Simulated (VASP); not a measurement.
Input:

```xyz
2
Lattice="0.0000 2.8344 2.8344 2.8344 0.0000 2.8344 2.8344 2.8344 0.0000" Properties=species:S:1:pos:R:3 pbc="T T T"
Na     0.0000     0.0000     0.0000
Cl     2.8344     2.8344     2.8344
```

Method: optB86b-vdW, VASP's PBE PAW potentials (set 64) (plane waves; VASP). Settings: 520 eV cut-off, 8×8×8 Γ-centred mesh, Gaussian smearing of 0.050 eV, potentials Na_pv Cl.

Q: Predict the energy per atom (σ→0), band gap (on the k-mesh) with the smallest direct gap where there is one.

A: 
The band gap (on the k-mesh) is 5.05 eV. The smallest direct gap (on the k-mesh) is 5.05 eV. The energy per atom (σ→0) is -147.3 kJ/mol-atom.

The compound is NaCl in the rock salt structure. This cell is one point of a volume scan, at 1.03 of the reference volume.
